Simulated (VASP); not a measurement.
All values below come from PBEsol GGA, VASP's PBE PAW potentials (set 64) (plane waves; VASP).

VASP ran on this input.

File KPOINTS:
```
Automatic mesh
0
Gamma
 8 8 8
```

### INCAR
```
ALGO  =  Normal
EDIFF  =  1E-6
ENCUT  =  300
GGA  =  PS
ISIF  =  2
ISMEAR  =  -1
LASPH  =  T
LCHARG  =  F
LMAXMIX  =  6
LREAL  =  F
LWAVE  =  F
NELM  =  100
PREC  =  Accurate
SIGMA  =  0.02
SYSTEM  =  Al2Os
```

File POSCAR:
```
Al2Os
4.151270
 -0.3800439384   0.3800439384   1.0000000000
  0.3800439384  -0.3800439384   1.0000000000
  0.3800439384   0.3800439384  -1.0000000000
Al Os
2 1
Direct
  0.3386700000   0.3386700000   0.0000000000
  0.6613300000   0.6613300000   0.0000000000
  0.0000000000   0.0000000000   0.0000000000
```

POTCAR, in this order: Al Os (PBE.64 set). Program: vasp_std.

What does the run give for the energy per atom (σ→0)?

The energy per atom (σ→0) is -7.350 eV/atom.

### OSZICAR
```
...
DAV:   7    -0.221028424764E+02    0.14736E+00   -0.47314E-01  1533   0.570E+00    0.352E+00
DAV:   8    -0.220505687220E+02    0.52274E-01   -0.58178E-02  1513   0.177E+00    0.473E-01
DAV:   9    -0.220500159565E+02    0.55277E-03   -0.68578E-03  1770   0.699E-01    0.176E-01
DAV:  10    -0.220497921024E+02    0.22385E-03   -0.11060E-03  1732   0.261E-01    0.589E-02
DAV:  11    -0.220497922813E+02   -0.17889E-06   -0.27026E-05  1418   0.453E-02    0.128E-02
DAV:  12    -0.220497910523E+02    0.12290E-05   -0.60232E-06  1640   0.194E-02    0.202E-03
DAV:  13    -0.220497908810E+02    0.17128E-06   -0.42590E-07   751   0.583E-03
   1 F= -.22049791E+02 E0= -.22049791E+02  d E =-.162650E-06
```

The structure comes from a computed database's Al2Os entry; how it stands against other phases isn't given here. The cell was not relaxed at this level.
